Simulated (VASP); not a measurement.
These are PBEsol GGA, VASP's PBE PAW potentials (set 64) (plane waves; VASP 6.6.1) values and carry that method's errors.

A VASP calculation is set up with these files.

**POSCAR**
```
MnF2
1.0
  4.8475729955   0.0000000000   0.0000000000
  0.0000000000   4.8475729955   0.0000000000
  0.0000000000   0.0000000000   3.2880591720
Mn F
2 4
Direct
  0.0000000000   1.0000000000   1.0000000000
  0.5000000000   0.5000000000   0.5000000000
  0.3042902355   0.3042902355   0.0000000000
  0.8042902355   0.1957097645   0.5000000000
  0.1957097645   0.8042902355   0.5000000000
  0.6957097645   0.6957097645   1.0000000000
```

INCAR:
```
SYSTEM = MnF2
PREC = Accurate
ENCUT = 520
EDIFF = 1E-6
NELM = 100
ALGO = Normal
LREAL = .FALSE.
LASPH = .TRUE.
ISMEAR = 0
SIGMA = 0.05
GGA = PS
LMAXMIX = 4
ISPIN = 2
MAGMOM = 5.0 -5.0 0.0 0.0 0.0 0.0
LORBIT = 10
LWAVE = .FALSE.
LCHARG = .FALSE.
IBRION = 2
ISIF = 3
NSW = 60
EDIFFG = -0.02
```

**KPOINTS**
```
Automatic mesh
0
Gamma
4 4 6
0 0 0
```

POTCAR, in this order: Mn_pv F (PBE.64 set). Program: vasp_std.

What VASP printed:

**OSZICAR**
```
       N       E                     dE             d eps       ncg     rms          rms(c)
DAV:   1     0.717136400056E+03    0.71714E+03   -0.31476E+04  3144   0.192E+03
DAV:   2     0.300639729419E+02   -0.68707E+03   -0.66404E+03  3424   0.553E+02
DAV:   3    -0.420696200892E+02   -0.72134E+02   -0.71393E+02  3504   0.187E+02
DAV:   4    -0.439912221460E+02   -0.19216E+01   -0.19143E+01  3616   0.309E+01
DAV:   5    -0.440248154233E+02   -0.33593E-01   -0.33587E-01  3328   0.454E+00    0.203E+01
DAV:   6    -0.405860046797E+02    0.34388E+01   -0.21806E+01  3720   0.355E+01    0.146E+01
DAV:   7    -0.407288005651E+02   -0.14280E+00   -0.18341E+00  3256   0.101E+01    0.104E+01
DAV:   8    -0.404649448897E+02    0.26386E+00   -0.86371E-01  3144   0.856E+00    0.305E+00
DAV:   9    -0.407480399872E+02   -0.28310E+00   -0.29790E-01  3600   0.579E+00    0.139E+00
DAV:  10    -0.407597638256E+02   -0.11724E-01   -0.22175E-02  3216   0.103E+00    0.194E-01
DAV:  11    -0.407599150127E+02   -0.15119E-03   -0.81911E-04  3648   0.222E-01    0.612E-02
DAV:  12    -0.407600678680E+02   -0.15286E-03   -0.77639E-05  3256   0.772E-02    0.407E-02
DAV:  13    -0.407601024640E+02   -0.34596E-04   -0.41316E-05  3464   0.400E-02    0.149E-02
DAV:  14    -0.407601072055E+02   -0.47415E-05   -0.55348E-06  3096   0.163E-02    0.625E-03
DAV:  15    -0.407601071729E+02    0.32600E-07   -0.61947E-07  1792   0.553E-03
   1 F= -.40760107E+02 E0= -.40760107E+02  d E =-.407601E+02  mag=    -0.0000
       N       E                     dE             d eps       ncg     rms          rms(c)
DAV:   1    -0.407616251224E+02   -0.15179E-02   -0.16656E-01  3152   0.320E+00    0.326E-01
DAV:   2    -0.407606120281E+02    0.10131E-02   -0.66278E-03  3168   0.637E-01    0.191E-01
DAV:   3    -0.407605687772E+02    0.43251E-04   -0.44140E-04  3664   0.180E-01    0.785E-02
DAV:   4    -0.407605395831E+02    0.29194E-04   -0.25368E-05  3776   0.403E-02    0.465E-02
DAV:   5    -0.407605298974E+02    0.96857E-05   -0.13254E-05  3856   0.317E-02    0.138E-02
DAV:   6    -0.407605301953E+02   -0.29788E-06   -0.18893E-06  2608   0.117E-02
   2 F= -.40760530E+02 E0= -.40760530E+02  d E =-.423022E-03  mag=    -0.0000
       N       E                     dE             d eps       ncg     rms          rms(c)
DAV:   1    -0.407624748123E+02   -0.19449E-02   -0.25591E-01  3152   0.397E+00    0.404E-01
DAV:   2    -0.407609204752E+02    0.15543E-02   -0.10215E-02  3168   0.791E-01    0.237E-01
DAV:   3    -0.407608543254E+02    0.66150E-04   -0.67805E-04  3624   0.224E-01    0.977E-02
DAV:   4    -0.407608095944E+02    0.44731E-04   -0.39208E-05  3752   0.499E-02    0.579E-02
DAV:   5    -0.407607945559E+02    0.15039E-04   -0.20473E-05  3848   0.394E-02    0.171E-02
DAV:   6    -0.407607951076E+02   -0.55169E-06   -0.29721E-06  2920   0.144E-02
   3 F= -.40760795E+02 E0= -.40760795E+02  d E =-.687935E-03  mag=     0.0000
```

### OUTCAR
```
------------------------ aborting loop because EDIFF is reached ----------------------------------------
  FORCE on cell =-STRESS in cart. coord.  units (eV):
  Direction    XX          YY          ZZ          XY          YZ          ZX
  --------------------------------------------------------------------------------------
  Total        0.0938816      0.0938816      0.0390991      0.0000000      0.0000000      0.0000000
  in kB        1.9527626      1.9527626      0.8132708      0.0000000      0.0000000      0.0000000
  external PRESSURE =       1.5729320 kB  Pullay stress =       0.0000000 kB
  volume of cell :       77.03
      direct lattice vectors                 reciprocal lattice vectors
     4.845635030 -0.000000000  0.000000000     0.206371300  0.000000000  0.000000000
     0.000000000  4.845635030  0.000000000     0.000000000  0.206371300  0.000000000
     0.000000000  0.000000000  3.280501704     0.000000000  0.000000000  0.304831422
 POSITION                                       TOTAL-FORCE (eV/Angst)
 -----------------------------------------------------------------------------------
      0.00000      0.00000      0.00000         0.000000     -0.000000     -0.000000
      2.42282      2.42282      1.64025         0.000000     -0.000000     -0.000000
      1.47113      1.47113      0.00000        -0.013305     -0.013305      0.000000
      3.89395      0.95169      1.64025        -0.013305      0.013305     -0.000000
      0.95169      3.89395      1.64025         0.013305     -0.013305      0.000000
      3.37451      3.37451      0.00000         0.013305      0.013305     -0.000000
 -----------------------------------------------------------------------------------
    total drift:                                0.000000      0.000000      0.000000
  FREE ENERGIE OF THE ION-ELECTRON SYSTEM (eV)
  ---------------------------------------------------
  free  energy   TOTEN  =       -40.7607951076 eV

  energy  without entropy=      -40.7607951076  energy(sigma->0) =      -40.76079511

 total charge

# of ion       s       p       d       tot
------------------------------------------
    1        0.169   6.155   4.969  11.293
    2        0.169   6.155   4.969  11.293
    3        1.733   4.352   0.000   6.085
    4        1.733   4.352   0.000   6.085
    5        1.733   4.352   0.000   6.085
    6        1.733   4.352   0.000   6.085
--------------------------------------------------
tot          7.270  29.718   9.937  46.925

 magnetization (x)

# of ion       s       p       d       tot
------------------------------------------
    1        0.017   0.017   4.483   4.517
    2       -0.017  -0.017  -4.483  -4.517
    3       -0.003  -0.024   0.000  -0.027
    4        0.003   0.024   0.000   0.027
    5        0.003   0.024   0.000   0.027
    6       -0.003  -0.024   0.000  -0.027
--------------------------------------------------
tot         -0.000   0.000   0.000   0.000

 reached required accuracy - stopping structural energy minimisation
```
(Selected blocks of OUTCAR.)

File CONTCAR:
```
MnF2
   1.00000000000000
     4.8456350298200661   -0.0000000000000000    0.0000000000000000
     0.0000000000000000    4.8456350298200661    0.0000000000000000
     0.0000000000000000    0.0000000000000000    3.2805017038084201
  Mn              F
     2     4
Direct
     0.0000000000000000    0.0000000000000000    0.0000000000000000
     0.5000000000000000    0.5000000000000000    0.5000000000000000
     0.3035984941396697    0.3035984941396697    0.0000000000000000
     0.8035984941396698    0.1964015058603303    0.5000000000000000
     0.1964015058603303    0.8035984941396698    0.5000000000000000
     0.6964015058603302    0.6964015058603302    0.0000000000000000
```

OUTCAR:
```
 val. band max:        2.8997619136   @ k =   0.5000   0.0000   0.0000

 cond. band min:       4.9514014064   @ k =   0.0000   0.0000   0.0000


 Fermi energy:         3.2340044917

 spin component 1

 k-point     1 :       0.0000    0.0000    0.0000
  band No.  band energies     occupation
      1     -46.4588      1.00000
      2     -46.3927      1.00000
      3     -46.3848      1.00000
      4     -41.6079      1.00000
      5     -41.5487      1.00000
      6     -41.5416      1.00000
      7     -21.1870      1.00000
      8     -20.6311      1.00000
      9     -20.6107      1.00000
     10     -20.5515      1.00000
     11      -4.8172      1.00000
     12      -3.8056      1.00000
     13      -3.3517      1.00000
     14      -3.2064      1.00000
     15      -2.7758      1.00000
     16      -2.7357      1.00000
     17      -2.7147      1.00000
     18      -2.6903      1.00000
     19      -1.7749      1.00000
     20      -1.3932      1.00000
     21      -1.3758      1.00000
     22      -1.0687      1.00000
     23       1.1603      1.00000
     24       1.4203      1.00000
     25       1.5994      1.00000
     26       2.5132      1.00000
     27       2.8282      1.00000
     28       4.9514      0.00000
     29       5.3491      0.00000
     30       5.8711      0.00000
     31       5.8874      0.00000
     32       6.8850      0.00000

 k-point     2 :       0.2500    0.0000    0.0000
  band No.  band energies     occupation
      1     -46.4588      1.00000
      2     -46.3927      1.00000
      3     -46.3848      1.00000
      4     -41.6080      1.00000
      5     -41.5487      1.00000
      6     -41.5416      1.00000
      7     -21.1126      1.00000
      8     -20.7280      1.00000
      9     -20.5935      1.00000
     10     -20.5535      1.00000
     11      -4.5896      1.00000
     12      -3.8156      1.00000
     13      -3.2209      1.00000
     14      -3.2130      1.00000
...
```

The compound is MnF2 in the rutile structure. This run relaxes it. Symmetry was kept, so distortions that lower it aren't found. The start is the result of an earlier pass.
